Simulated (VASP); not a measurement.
# CoC23 (a cell with a defect) in VASP: a series of runs

Aim: see how the results for CoC23 (a cell with a defect) move with the level of theory and the settings. Levels: PBEsol, HSE06. Tasks: single point.

All numbers are computed with VASP 6.6.1; they aren't measurements. Logs are shortened: lines on timing, memory, paths and dates and some standing lists are left out, and cuts for length are marked.

## Step 1: The crystal as given

The cell holds a defect, 24 atoms: a = 7.566 Å, b = 5.044 Å, c = 5.044 Å, α = 60.00°, β = 60.00°, γ = 60.00°.

## Step 2: Single point, PBEsol, collinear spin, ferromagnetic start

INCAR

```
SYSTEM = CoC23
ALGO     = Normal         ! electronic algorithm
EDIFF    = 1E-5           ! SCF threshold, eV
ENCUT    = 450            ! plane-wave cutoff, eV
GGA      = PS             ! functional
ISIF     = 2              ! what is computed and relaxed
ISMEAR   = 0              ! smearing method
ISPIN    = 2              ! spin polarisation
ISYM     = 0            
KPAR     = 4            
LASPH    = .TRUE.         ! aspherical terms in the spheres
LCHARG   = .FALSE.        ! write CHGCAR
LMAXMIX  = 4              ! l up to which the mixer works
LORBIT   = 11             ! projections on sites
LREAL    = Auto         
LWAVE    = .FALSE.        ! write WAVECAR
MAGMOM   = 5 0 0 0 0 0 0 0 0 0 0 0 0 0 0 0 0 0 0 0 0 0 0 0 ! initial moments
NELM     = 120            ! most SCF steps
NUPDOWN  = 5              ! fixed moment
PREC     = Accurate       ! precision mode
SIGMA    = 0.03           ! smearing width, eV
```

KPOINTS

```
k-points
0
G
  3 4 4
  0 0 0
```

POSCAR

```
CoC23                                   
1.0
    0.0000000000      5.3503200000      5.3503200000
    3.5668800000      0.0000000000      3.5668800000
    3.5668800000      3.5668800000      0.0000000000
  Co              C             
     1    23
Direct
     0.9878476403487173    0.0049593300314125    0.0020533564427051
     0.0035531218769214    0.0002490914613678    0.4939023413346967
     0.0035119759204198    0.4970045869105120    0.9973360023087092
     0.0045597664325952    0.4965693937557836    0.4937867818091033
     0.3329417354921900    0.0020489777192848    0.9993164555465434
     0.3397686622370288    0.9978867889695974    0.4890088729895294
     0.3398835339681217    0.4916126669084846    0.9952607361898697
     0.3340070472018436    0.4997498337682955    0.4971031331500487
     0.6668460989475973    0.9981103504614416    0.9952743976210872
     0.6604394305660513    0.0015507457939518    0.5045111283555771
     0.6605393568058398    0.5071946290560274    0.9988435891809085
     0.6685462425686007    0.4988406453607014    0.4961136214343395
     0.0960992722090573    0.1374846704001351    0.1344344705618115
     0.1006174706154266    0.1348052187984143    0.5751741921716713
     0.1006626494907130    0.5780728217503295    0.1320277422294050
     0.0863583913126749    0.6235764843247006    0.6206150260927260
     0.4262285610627238    0.1169559607491584    0.1142733694979648
     0.4130178610639934    0.1245654894883434    0.6286209383897696
     0.4131250655906333    0.6313012836427109    0.1218882830357443
     0.4193009204562929    0.6228327960061945    0.6202436432212957
     0.7033031397034035    0.1493615921017358    0.1467034806224493
     0.7521534741612531    0.1252465824923577    0.6205238555485726
     0.7521155993572196    0.6233969479254817    0.1225353728357398
     0.7502899826106977    0.6242481121235713    0.6215672094297250
```

Potentials or basis: VASP PAW PBE potentials, release 64 (Co, C).

Launch:

```sh
> cat potpaw_PBE.64/Co/POTCAR potpaw_PBE.64/C/POTCAR > POTCAR
> mpirun -np 4 vasp_std > vasp.out
```

OUTCAR:

```text
SYSTEM = CoC23
   EDIFF = 1E-5
   ENCUT = 450
   GGA = PS
   ISIF = 2
   ISMEAR = 0
   ISPIN = 2
   ISYM = 0
   LASPH = .TRUE.
   LORBIT = 11
   LREAL = Auto
   NELM = 120
   NUPDOWN = 5
   PREC = Accurate

 ion  position               nearest neighbor table
   1  0.988  0.005  0.002-  21 1.76  13 1.76  14 1.76  15 1.76   9 2.46  11 2.51  10 2.51   3 2.52
                             2 2.52   4 2.52   4 2.52   2 2.53   3 2.53   5 2.60
   2  0.004  0.000  0.494-  13 1.49  14 1.50  16 1.55  22 1.55   1 2.52   1 2.53
   3  0.004  0.497  0.997-  13 1.49  15 1.50  16 1.55  23 1.55   1 2.52   1 2.53
   4  0.005  0.497  0.494-  15 1.50  14 1.50  16 1.55  24 1.57   1 2.52   1 2.52
   5  0.333  0.002  0.999-  13 1.47  17 1.52  18 1.53  19 1.53   1 2.60
   6  0.340  0.998  0.489-  14 1.48  17 1.54  20 1.55  18 1.55
   7  0.340  0.492  0.995-  15 1.48  17 1.54  20 1.54  19 1.55
   8  0.334  0.500  0.497-  16 1.53  20 1.54  18 1.55  19 1.55
   9  0.667  0.998  0.995-  17 1.49  21 1.50  23 1.54  22 1.54   1 2.46
  10  0.660  0.002  0.505-  21 1.49  18 1.53  24 1.55  22 1.55   1 2.51
  11  0.661  0.507  0.999-  21 1.49  19 1.53  24 1.55  23 1.55   1 2.51
  12  0.669  0.499  0.496-  24 1.54  23 1.54  22 1.54  20 1.54
  13  0.096  0.137  0.134-   5 1.47   2 1.49   3 1.49   1 1.76
  14  0.101  0.135  0.575-   6 1.48   2 1.50   4 1.50   1 1.76
  15  0.101  0.578  0.132-   7 1.48   3 1.50   4 1.50   1 1.76
  16  0.086  0.624  0.621-   8 1.53   4 1.55   2 1.55   3 1.55
  17  0.426  0.117  0.114-   9 1.49   5 1.52   7 1.54   6 1.54
  18  0.413  0.125  0.629-   5 1.53  10 1.53   8 1.55   6 1.55
  19  0.413  0.631  0.122-   5 1.53  11 1.53   8 1.55   7 1.55
  20  0.419  0.623  0.620-  12 1.54   8 1.54   7 1.54   6 1.55
  21  0.703  0.149  0.147-  10 1.49  11 1.49   9 1.50   1 1.76
  22  0.752  0.125  0.621-  12 1.54   9 1.54   2 1.55  10 1.55
  23  0.752  0.623  0.123-  12 1.54   9 1.54   3 1.55  11 1.55
  24  0.750  0.624  0.622-  12 1.54  11 1.55  10 1.55   4 1.57

IMPORTANT INFORMATION: All symmetrisations will be switched off!
NOSYMM: (Re-)initialisation of all symmetry stuff for point group C_1.

----------------------------------------------------------------------------------------

                                     Primitive cell

  volume of cell :     136.1403

  direct lattice vectors                    reciprocal lattice vectors
     0.000000000  5.350320000  5.350320000    -0.093452354  0.093452354  0.093452354
     3.566880000  0.000000000  3.566880000     0.140178531 -0.140178531  0.140178531
     3.566880000  3.566880000  0.000000000     0.140178531  0.140178531 -0.140178531

  length of vectors
     7.566495107  5.044330071  5.044330071     0.161864226  0.242796338  0.242796338

  position of ions in fractional coordinates (direct lattice)
     0.987847640  0.004959330  0.002053356
     0.003553122  0.000249091  0.493902341
     0.003511976  0.497004587  0.997336002
     0.004559766  0.496569394  0.493786782
     0.332941735  0.002048978  0.999316456
     0.339768662  0.997886789  0.489008873
[... 16 lines left out ...]
     0.752115599  0.623396948  0.122535373
     0.750289983  0.624248112  0.621567209

  ion indices of the primitive-cell ions
   primitive index   ion index
                 1           1
                 2           2
                 3           3
                 4           4
                 5           5
                 6           6
[... 16 lines left out ...]
                23          23
                24          24

----------------------------------------------------------------------------------------

 KPOINTS: k-points

Automatic generation of k-mesh.
 Grid dimensions read from file:
 generate k-points for:    3    4    4

 Generating k-lattice:

  Cartesian coordinates                     Fractional coordinates (reciprocal lattice)
    -0.031150785  0.031150785  0.031150785     0.333333333  0.000000000  0.000000000
     0.035044633 -0.035044633  0.035044633     0.000000000  0.250000000  0.000000000
     0.035044633  0.035044633 -0.035044633     0.000000000  0.000000000  0.250000000

  Length of vectors
     0.053954742  0.060699085  0.060699085

  Shift w.r.t. Gamma in fractional coordinates (k-lattice)
     0.000000000  0.000000000  0.000000000

 -----------------------------------------------------------------------------
|                                                                             |
|           W    W    AA    RRRRR   N    N  II  N    N   GGGG   !!!           |
|           W    W   A  A   R    R  NN   N  II  NN   N  G    G  !!!           |
|           W    W  A    A  R    R  N N  N  II  N N  N  G       !!!           |
|           W WW W  AAAAAA  RRRRR   N  N N  II  N  N N  G  GGG   !            |
[... 60 lines left out ...]
   ISPIN  =      2    spin polarized calculation?
   LNONCOLLINEAR =      F non collinear calculations
   LSORBIT =      F    spin-orbit coupling
   LASPH  =      T    aspherical Exc in radial PAW
   ENCUT  =  450.0 eV  33.07 Ry    5.75 a.u.  13.09  8.73  8.73*2*pi/ulx,y,z
   NELM   =    120;   NELMIN=  2; NELMDL= -5     # of ELM steps
   EDIFF  = 0.1E-04   stopping-criterion for ELM
   LREAL  =      T    real-space projection
   EDIFFG = 0.1E-03   stopping-criterion for IOM
   NSW    =      0    number of steps for IOM
   IBRION =     -1    ionic relax: 0-MD 1-quasi-New 2-CG
   NFREE  =      0    steps in history (QN), initial steepest desc. (CG)
   ISIF   =      2    stress and relaxation
   ISYM   =      0    0-nonsym 1-usesym 2-fastsym
   POTIM  = 0.5000    time-step for ionic-motion
   TEBEG  =    0.0;   TEEND  =   0.0 temperature during run
   PSTRESS=    0.0 pullay stress
   NELECT =     101.0000    total number of electrons
   NUPDOWN=       5.0000    fix difference up-down
   EMIN   =  10.00;   EMAX   =-10.00  energy-range for DOS
   EFERMI =   0.00;   METHOD = LEGACY
   ISMEAR =     0;   SIGMA  =   0.03  broadening in eV -4-tet -1-fermi 0-gaus
   EFERMI_NEDOS =   21; number of points for ismear=-14 and -15
   IALGO  =     38    algorithm
   IMIX   =      4    mixing-type and parameters
     AMIX     =   0.40;   BMIX     =  1.00
     AMIX_MAG =   1.60;   BMIX_MAG =  1.00
  volume/ion in A,a.u.               =       5.67        38.28
  Fermi-wavevector in a.u.,A,eV,Ry     =   1.482016  2.800605 29.883468  2.196373
  Thomas-Fermi vector in A             =   2.595855
   LORBIT       =     11    0 simple, 1 ext, 2 COOP (PROOUT), +10 PAW based schemes
   GGA     = PS    functional components
   LHFCALC =     F    Hartree Fock is set to
   AEXX    =    0.0000 exact exchange contribution
   IVDW    =     0    specifies the selected vdW correction
   LEPSILON=     F    determine dielectric tensor
   LRPA    =     F    only Hartree local field effects (RPA)
 spin polarized calculation
 Gauss-broadening in eV      SIGMA  =   0.03
  energy-cutoff  :      450.00
  volume of cell :      136.14
 maximum number of plane-waves:      2968
 NGX is ok and might be reduce to    54
   NGX = 27   NGY = 17   NGZ = 17

 number of electron     101.0000005 magnetization       5.0000000

 Free energy of the ion-electron system (eV)
  ---------------------------------------------------
  ext. energy  EPLUGINS =         0.00000000
  ---------------------------------------------------
  free energy    TOTEN  =      -217.14816558 eV

  energy without entropy =     -217.14781031  energy(sigma->0) =     -217.14798795

 E-fermi :   9.4387     XC(G=0): -13.6285

 val. band max:       13.4021819627   @ k =   0.0000   0.0000   0.0000
 cond. band min:       9.4625190191   @ k =   0.3333   0.0000   0.0000
 fundamental gap:     -3.9396629436
 Fermi energy:        13.5431834459

 spin component 1

 k-point     1 :       0.0000    0.0000    0.0000
  band No.  band energies     occupation
      1     -11.4324      1.00000
      2      -8.6474      1.00000
      3      -8.2094      1.00000
      4      -5.9438      1.00000
      5      -5.8132      1.00000
      6      -5.7972      1.00000
[... 1549 lines left out ...]
     61      17.7439      0.00000
     62      17.9720      0.00000

 [... further k-points ...]

 spin component 2

 k-point     1 :       0.0000    0.0000    0.0000
  band No.  band energies     occupation
      1     -11.2780      1.00000
      2      -8.4184      1.00000
      3      -8.0891      1.00000
      4      -5.7956      1.00000
      5      -5.6346      1.00000
      6      -5.5910      1.00000
[... 1549 lines left out ...]
     61      17.9305      0.00000
     62      18.1493      0.00000

 [... further k-points ...]

 [bands above 62 left out]

------------------------ aborting loop because EDIFF is reached ----------------------------------------

  FORCE on cell =-STRESS in cart. coord.  units (eV):
  Direction    XX          YY          ZZ          XY          YZ          ZX
  --------------------------------------------------------------------------------------
  -------------------------------------------------------------------------------------
  Total       25.3216838     23.8768348     23.8726962     -1.9582259      1.4483454     -1.9720318
  in kB      298.0001019    280.9962901    280.9475851    -23.0455257     17.0449591    -23.2080019
  external PRESSURE =     286.6479923 kB  Pullay stress =       0.0000000 kB

 VOLUME and BASIS-vectors are now :
 -----------------------------------------------------------------------------
  energy-cutoff  :      450.00
  volume of cell :      136.14
      direct lattice vectors                 reciprocal lattice vectors
     0.000000000  5.350320000  5.350320000    -0.093452354  0.093452354  0.093452354
     3.566880000  0.000000000  3.566880000     0.140178531 -0.140178531  0.140178531
     3.566880000  3.566880000  0.000000000     0.140178531  0.140178531 -0.140178531

 POSITION                                       TOTAL-FORCE (eV/Angst)
 -----------------------------------------------------------------------------------
      0.02501      5.29263      5.30299         0.135660     -0.246557     -0.248975
      1.76258      1.78070      0.01990         0.009981     -0.012280     -0.243309
      5.33013      3.57617      1.79155         0.001676     -0.227474     -0.012546
      3.53248      1.78567      1.79560         0.248220     -0.023287     -0.020386
      3.57175      5.34579      1.78865        -0.002615     -0.010159     -0.006646
      5.30358      3.56211      5.37721        -0.034939     -0.034690      0.033295
[... 16 lines left out ...]
      2.66065      4.46113      6.24764        -0.031745     -0.014230      0.014329
      4.44367      6.23135      6.24091         0.036657      0.021388      0.025596
 -----------------------------------------------------------------------------------
    total drift:                               -0.000493     -0.002023      0.001900

  FREE ENERGIE OF THE ION-ELECTRON SYSTEM (eV)
  ---------------------------------------------------
  free  energy   TOTEN  =      -217.1481655799 eV

  energy  without entropy=     -217.1478103117  energy(sigma->0) =     -217.14798795

 total charge

# of ion       s       p       d       tot
------------------------------------------
    1        0.731   1.049   7.412   9.192
    2        0.832   1.756   0.000   2.588
    3        0.832   1.756   0.000   2.588
    4        0.830   1.742   0.000   2.572
    5        0.839   1.790   0.000   2.629
    6        0.831   1.756   0.000   2.587
[... 16 lines left out ...]
   23        0.828   1.734   0.000   2.561
   24        0.825   1.721   0.000   2.546
--------------------------------------------------
tot         19.916  41.695   7.412  69.023

 magnetization (x)

# of ion       s       p       d       tot
------------------------------------------
    1        0.052   0.437   2.274   2.764
    2        0.003   0.039   0.000   0.042
    3        0.003   0.039   0.000   0.042
    4        0.003   0.038   0.000   0.041
    5        0.005   0.026   0.000   0.031
    6        0.001   0.008   0.000   0.008
[... 16 lines left out ...]
   23        0.003   0.019   0.000   0.023
   24        0.003   0.017   0.000   0.020
--------------------------------------------------
tot          0.173   1.820   2.274   4.267
```

Wall time 2.7 min (4 MPI ranks of Intel Xeon 6975P-C (Granite Rapids), shared host); peak memory 0.44 GiB.

What came out:

* Free energy: -217.1482 eV
* Largest force: 0.376 eV/Å
* Net moment: 5.00 μB per cell
* Site moments: Co +2.76; C +0.04, +0.03, +0.01, -0.00, +0.02, +0.27, +0.26, +0.10, +0.21 μB
* Valence electrons inside the program's atomic spheres: Co 9.19; C 2.59, 2.57, 2.63, 2.58, 2.61, 2.71, 2.69, 2.56, 2.62, 2.55

Forces in eV/Å, atoms in the order of the input:
```
Co   0.136 -0.247 -0.249
C    0.010 -0.012 -0.243
C    0.002 -0.227 -0.013
C    0.248 -0.023 -0.020
C   -0.003 -0.010 -0.007
C   -0.035 -0.035  0.033
C   -0.026  0.014 -0.042
C    0.045 -0.049 -0.041
C   -0.066 -0.051 -0.061
C    0.061 -0.029 -0.076
C    0.067 -0.083 -0.034
C    0.013 -0.019 -0.019
C   -0.064  0.121  0.116
C   -0.161  0.152  0.152
C   -0.167  0.151  0.150
C    0.003  0.018  0.007
C   -0.019  0.063  0.065
C   -0.005  0.054  0.022
C   -0.004  0.012  0.043
C   -0.016  0.035  0.040
C   -0.008  0.148  0.154
C   -0.018  0.009 -0.018
C   -0.032 -0.014  0.014
C    0.037  0.021  0.026
```

Caveat: the k mesh is coarse (spacing up to 0.38 Å⁻¹), so the values aren't converged; the cutoff is under 1.25 times the usual one of these potentials, so pressure, stress and relaxed cells hold a basis-set (Pulay) error; a pressure of tens of GPa on the cell as given is suspect, and the run, the potentials or the cell itself is likely at fault; the PAW data sets were made with another functional, which shifts forces and pressure a little; the total moment is fixed, so each spin has its own Fermi level.

## Step 3: Single point, HSE06, collinear spin, ferromagnetic start

POSCAR is that of step 2.

INCAR.step1

```
SYSTEM = CoC23
ALGO     = Normal         ! electronic algorithm
EDIFF    = 1E-5           ! SCF threshold, eV
ENCUT    = 450            ! plane-wave cutoff, eV
GGA      = PE             ! functional
ISIF     = 2              ! what is computed and relaxed
ISMEAR   = 0              ! smearing method
ISPIN    = 2              ! spin polarisation
ISYM     = -1           
KPAR     = 2            
LASPH    = .TRUE.         ! aspherical terms in the spheres
LCHARG   = .FALSE.        ! write CHGCAR
LMAXMIX  = 4              ! l up to which the mixer works
LORBIT   = 11             ! projections on sites
LREAL    = Auto         
LWAVE    = .TRUE.         ! write WAVECAR
MAGMOM   = 5 0 0 0 0 0 0 0 0 0 0 0 0 0 0 0 0 0 0 0 0 0 0 0 ! initial moments
NELM     = 70             ! most SCF steps
NKRED    = 2            
NUPDOWN  = 5              ! fixed moment
PREC     = Accurate       ! precision mode
SIGMA    = 0.03           ! smearing width, eV
TIME     = 0.4
```

INCAR.step2

```
SYSTEM = CoC23
ALGO     = Damped         ! electronic algorithm
EDIFF    = 1E-4           ! SCF threshold, eV
ENCUT    = 450            ! plane-wave cutoff, eV
GGA      = PE             ! functional
HFSCREEN = 0.2            ! screening, 1/A
ISIF     = 2              ! what is computed and relaxed
ISMEAR   = 0              ! smearing method
ISPIN    = 2              ! spin polarisation
ISTART   = 1            
ISYM     = -1           
KPAR     = 2            
LASPH    = .TRUE.         ! aspherical terms in the spheres
LCHARG   = .FALSE.        ! write CHGCAR
LHFCALC  = .TRUE.         ! exact exchange
LMAXMIX  = 4              ! l up to which the mixer works
LORBIT   = 11             ! projections on sites
LREAL    = Auto         
LWAVE    = .FALSE.        ! write WAVECAR
MAGMOM   = 5 0 0 0 0 0 0 0 0 0 0 0 0 0 0 0 0 0 0 0 0 0 0 0 ! initial moments
NELM     = 70             ! most SCF steps
NKRED    = 2            
NUPDOWN  = 5              ! fixed moment
PREC     = Accurate       ! precision mode
PRECFOCK = Fast         
SIGMA    = 0.03           ! smearing width, eV
TIME     = 0.4
```

KPOINTS

```
k-points
0
G
  2 2 2
  0 0 0
```

Potentials or basis: VASP PAW PBE potentials, release 64 (Co, C).

Launch:

```sh
> cat potpaw_PBE.64/Co/POTCAR potpaw_PBE.64/C/POTCAR > POTCAR
> cp INCAR.step1 INCAR
> mpirun -np 4 vasp_std > vasp.out
> cp INCAR.step2 INCAR
> mpirun -np 4 vasp_std > vasp.out
```

Wall time 5.8 min (4 MPI ranks of Intel Xeon 6975P-C (Granite Rapids), shared host); peak memory 0.43 GiB.

It converged, with:

```yaml
Free_energy: -243.1152 eV
Largest_force: 0.416 eV/Å
Net_moment: 5.00 μB per cell
Site_moments: Co +2.97; C +0.03, +0.02, -0.00, -0.01, +0.01, +0.28, +0.09, +0.04, +0.22 μB
Valence_electrons_inside_the_program's_atomic_spheres: Co 9.19; C 2.60, 2.58, 2.64, 2.59, 2.62, 2.73, 2.71, 2.57, 2.63, 2.56
```

Forces on the atoms (eV/Å):
```
Co   0.156 -0.272 -0.274
C   -0.026  0.021 -0.084
C   -0.035 -0.068  0.021
C    0.101  0.018  0.021
C   -0.013  0.163  0.167
C   -0.171  0.009  0.173
C   -0.161  0.152  0.001
C   -0.028  0.036  0.044
C    0.081 -0.079 -0.090
C    0.073 -0.104 -0.070
C    0.080 -0.078 -0.111
C   -0.023  0.026  0.026
C    0.056  0.256  0.251
C   -0.279 -0.010  0.275
C   -0.286  0.274 -0.012
C    0.013  0.010 -0.002
C    0.018 -0.047 -0.045
C    0.036  0.020 -0.036
C    0.036 -0.047  0.007
C    0.067 -0.044 -0.038
C    0.185 -0.113 -0.106
C    0.057 -0.048 -0.028
C    0.041 -0.024 -0.042
C    0.021 -0.050 -0.045
```

Caveat: the k mesh is coarse (spacing up to 0.76 Å⁻¹), so the values aren't converged, least of all with exact exchange; the cutoff is under 1.25 times the usual one of these potentials, so pressure, stress and relaxed cells hold a basis-set (Pulay) error; the PAW data sets were made with another functional, which shifts forces and pressure a little; the total moment is fixed, so each spin has its own Fermi level.

(Part 1 of 2 ends here.)
